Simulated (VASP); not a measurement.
Here is the system:

```
Pb2SSe
1.0
    4.24177     0.00000     0.00000
    0.00000     4.24177     0.00000
    0.00000     0.00000     6.02970
Pb Se S
2 1 1
Cartesian
  0.00000   0.00000   0.00000
  2.12089   2.12089   3.01485
  2.12089   2.12089   0.00000
  0.00000   0.00000   3.01485
```

Calculation: PBEsol GGA, VASP's PBE PAW potentials (set 64) (plane waves; VASP). Settings: 400 eV cut-off, 12×12×9 Γ-centred mesh, Gaussian smearing of 0.010 eV, potentials Pb_d Se S.

The job: Pb$_{2}$SeS (space group P4/mmm), 4 atoms, PBEsol, optics run with many empty bands, 400 eV, 12×12×9 Γ-centred mesh. Roughly how much core time does it take on a busy server core?

About 20 core-minutes (one run on a shared machine, a rough figure). It had 140 irreducible k-points, 72 bands, up to 1996 plane waves and 13 electronic steps.

The structure comes from a computed database's Pb2SeS entry (P4/mmm); how it stands against other phases isn't given here. It was relaxed first.
